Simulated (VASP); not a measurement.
Computed with r2SCAN+rVV10, VASP's PBE PAW potentials (set 64) (plane waves; VASP).

The input files of a VASP run:

### KPOINTS_OPT
```
k-points along high-symmetry lines
10
Line-mode
Reciprocal
  0.000000   0.000000   0.000000 ! GAMMA
  0.000000   0.500000   0.000000 ! X

  0.000000   0.500000   0.000000 ! X
  0.500000   0.500000   0.000000 ! M

  0.500000   0.500000   0.000000 ! M
  0.000000   0.000000   0.000000 ! GAMMA

  0.000000   0.000000   0.000000 ! GAMMA
  0.500000   0.500000   0.500000 ! R

  0.500000   0.500000   0.500000 ! R
  0.000000   0.500000   0.000000 ! X

  0.500000   0.500000   0.500000 ! R
  0.500000   0.500000   0.000000 ! M
```

### KPOINTS
```
Automatic mesh
0
Gamma
10 10 10
0 0 0
```

### POSCAR
```
Ni3Al
3.5181360
  1.0000000829   0.0000000000   0.0000000000
  0.0000000000   1.0000000829   0.0000000000
  0.0000000000   0.0000000000   1.0000000829
Al Ni
1 3
Cartesian
  0.0000000000   0.0000000000   0.0000000000
  0.0000000000   0.5000000414   0.5000000414
  0.5000000414   0.0000000000   0.5000000414
  0.5000000414   0.5000000414   0.0000000000
```

**INCAR**
```
SYSTEM = Ni3Al
PREC = Accurate
ENCUT = 520
EDIFF = 1E-7
NELM = 100
ALGO = Normal
LREAL = .FALSE.
LASPH = .TRUE.
ISMEAR = -5
METAGGA = R2SCAN
LUSE_VDW = .TRUE.
BPARAM = 11.95
CPARAM = 0.0093
LMIXTAU = .TRUE.
LMAXMIX = 4
ISPIN = 2
MAGMOM = -0.0 0.3 0.3 0.3
LORBIT = 11
LWAVE = .FALSE.
LCHARG = .FALSE.
NEDOS = 601
ISIF = 2
LEFG = .TRUE.
```

POTCAR, in this order: Al Ni (PBE.64 set). Program: vasp_std.

Output

File OUTCAR:
```
 ion  position               nearest neighbor table
   1  0.000  0.000  0.000-   2 2.49   3 2.49   4 2.49   2 2.49   3 2.49   2 2.49   4 2.49   2 2.49
                             3 2.49   4 2.49   3 2.49   4 2.49
   2  0.000  0.500  0.500-   1 2.49   3 2.49   4 2.49   1 2.49   4 2.49   1 2.49   3 2.49   1 2.49
                             3 2.49   4 2.49   4 2.49   3 2.49
   3  0.500  0.000  0.500-   1 2.49   2 2.49   4 2.49   1 2.49   4 2.49   2 2.49   4 2.49   4 2.49
                             1 2.49   2 2.49   1 2.49   2 2.49
   4  0.500  0.500  0.000-   1 2.49   2 2.49   3 2.49   2 2.49   3 2.49   1 2.49   3 2.49   3 2.49
                             1 2.49   2 2.49   2 2.49   1 2.49
  LATTYP: Found a simple cubic cell.
 ALAT       =     3.5181362916
 Subroutine PRICEL returns:
 Original cell was already a primitive cell.
 Subroutine GETGRP returns: Found 48 space group operations
The static configuration has the point symmetry O_h .
The dynamic configuration has the point symmetry O_h .
The overall configuration has the point symmetry O_h .
 Subroutine INISYM returns: Found 48 space group operations
 Subroutine IBZKPT returns following result:
 Found     56 irreducible k-points:

 Following reciprocal coordinates:
            Coordinates               Weight
  0.000000  0.000000  0.000000      1.000000
  0.100000  0.000000  0.000000      6.000000
...
```

File OSZICAR:
```
       N       E                     dE             d eps       ncg     rms          rms(c)
DAV:   1     0.173780705356E+03    0.17378E+03   -0.15212E+04  4496   0.219E+03
DAV:   2    -0.402953730895E+02   -0.21408E+03   -0.20690E+03  4484   0.382E+02
DAV:   3    -0.515486910141E+02   -0.11253E+02   -0.10405E+02  4744   0.118E+02
DAV:   4    -0.517927455759E+02   -0.24405E+00   -0.24184E+00  5092   0.160E+01
DAV:   5    -0.518009659992E+02   -0.82204E-02   -0.82091E-02  5596   0.270E+00    0.208E+01
DAV:   6    -0.494009690874E+02    0.24000E+01   -0.90409E+01  4772   0.163E+02    0.229E+01
DAV:   7    -0.434607796328E+02    0.59402E+01   -0.22579E+01  4900   0.810E+01    0.272E+00
DAV:   8    -0.435237955014E+02   -0.63016E-01   -0.80723E-01  5076   0.109E+01    0.272E+00
DAV:   9    -0.434956211440E+02    0.28174E-01   -0.23576E-01  4952   0.760E+00    0.104E+00
DAV:  10    -0.435021478897E+02   -0.65267E-02   -0.30582E-02  5652   0.225E+00    0.486E-01
DAV:  11    -0.435027049352E+02   -0.55705E-03   -0.55605E-03  5572   0.123E+00    0.383E-01
DAV:  12    -0.435030134971E+02   -0.30856E-03   -0.18474E-03  5480   0.675E-01    0.646E-02
DAV:  13    -0.435030452905E+02   -0.31793E-04   -0.18551E-04  5164   0.198E-01    0.411E-02
DAV:  14    -0.435030469531E+02   -0.16626E-05   -0.24470E-05  5220   0.585E-02    0.183E-02
DAV:  15    -0.435030386939E+02    0.82591E-05   -0.38309E-06  5652   0.215E-02    0.516E-03
DAV:  16    -0.435030368413E+02    0.18527E-05   -0.10925E-06  4916   0.127E-02    0.293E-03
DAV:  17    -0.435030364123E+02    0.42896E-06   -0.11502E-07  2960   0.469E-03    0.197E-03
DAV:  18    -0.435030365559E+02   -0.14359E-06   -0.32563E-08  2504   0.273E-03    0.467E-04
DAV:  19    -0.435030366030E+02   -0.47152E-07   -0.66433E-09  2424   0.835E-04
   1 F= -.43503037E+02 E0= -.43503037E+02  d E =0.000000E+00  mag=     0.8920
       N       E                     dE             ncg
       N       E                     dE             ncg
```

**OUTCAR**
```
------------------------ aborting loop because EDIFF is reached ----------------------------------------
  FORCE on cell =-STRESS in cart. coord.  units (eV):
  Direction    XX          YY          ZZ          XY          YZ          ZX
  --------------------------------------------------------------------------------------
  Total        0.0187765      0.0187765      0.0187765     -0.0000000     -0.0000000      0.0000000
  in kB        0.6908540      0.6908540      0.6908540     -0.0000000     -0.0000000      0.0000000
  external PRESSURE =       0.6908540 kB  Pullay stress =       0.0000000 kB
  volume of cell :       43.54
      direct lattice vectors                 reciprocal lattice vectors
     3.518136292  0.000000000  0.000000000     0.284241404  0.000000000  0.000000000
     0.000000000  3.518136292  0.000000000     0.000000000  0.284241404  0.000000000
     0.000000000  0.000000000  3.518136292     0.000000000  0.000000000  0.284241404
 POSITION                                       TOTAL-FORCE (eV/Angst)
 -----------------------------------------------------------------------------------
      0.00000      0.00000      0.00000         0.000000      0.000000      0.000000
      0.00000      1.75907      1.75907         0.000000      0.000000      0.000000
      1.75907      0.00000      1.75907         0.000000      0.000000      0.000000
      1.75907      1.75907      0.00000         0.000000      0.000000      0.000000
 -----------------------------------------------------------------------------------
    total drift:                                0.000000      0.000000      0.000000
  FREE ENERGIE OF THE ION-ELECTRON SYSTEM (eV)
  ---------------------------------------------------
  free  energy   TOTEN  =       -43.5030366030 eV

  energy  without entropy=      -43.5030366030  energy(sigma->0) =      -43.50303660

 total charge

# of ion       s       p       d       tot
------------------------------------------
    1        0.414   0.418   0.000   0.832
    2        0.524   0.580   8.389   9.493
    3        0.524   0.580   8.389   9.493
    4        0.524   0.580   8.389   9.493
--------------------------------------------------
tot          1.986   2.159  25.166  29.311

 magnetization (x)

# of ion       s       p       d       tot
------------------------------------------
    1       -0.002  -0.016   0.000  -0.018
    2       -0.007  -0.027   0.368   0.334
    3       -0.007  -0.027   0.368   0.334
    4       -0.007  -0.027   0.368   0.334
--------------------------------------------------
tot         -0.024  -0.097   1.105   0.984

 Electric field gradients after diagonalization (V/A^2)
 (convention: |V_zz| > |V_xx| > |V_yy|)
----------------------------------------------------------------------
 ion       V_xx      V_yy      V_zz     asymmetry (V_yy - V_xx)/ V_zz
----------------------------------------------------------------------
   1      -0.000    -0.000    -0.000      -0.119
   2       1.752     1.752    -3.504       0.000
   3       1.752     1.752    -3.504       0.000
   4       1.752     1.752    -3.504       0.000
```
(Selected blocks of OUTCAR.)

For a metal the tetrahedron method with Blöchl corrections gives inexact stress and forces.

The compound is Ni3Al in the L1_2 structure. It was relaxed first.
